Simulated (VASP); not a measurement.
Here is the system:

```
YB
1.0
    3.49460     0.00000     0.00000
   -1.74730     3.02641     0.00000
    0.00000     0.00000     7.05905
Y B
2 2
Cartesian
  0.00000   0.00000   0.00000
  0.00000   0.00000   3.52953
  0.00000   2.01761   1.76476
  1.74730   1.00880   5.29429
```

All values below come from PBEsol GGA, VASP's PBE PAW potentials (set 64) (plane waves; VASP). Numerical set-up: 520 eV cut-off, 11×11×5 Γ-centred mesh, tetrahedra with Blöchl corrections, potentials Y_sv B.

Task: Estimate the energy per atom (σ→0), band gap (on the k-mesh) with the smallest direct gap where there is one.

Result: 
```
Quantity                                                     Value
------------------------  ----------------------------------------
band gap (on the k-mesh)  none (metal, semimetal or under 0.01 eV)
energy per atom (σ→0)                               -6.449 eV/atom
```

The structure was generated: YB was put into the NiAs type type (P6_3/mmc), which need not be its known phase. It was relaxed first, which changed the volume by -25 %.
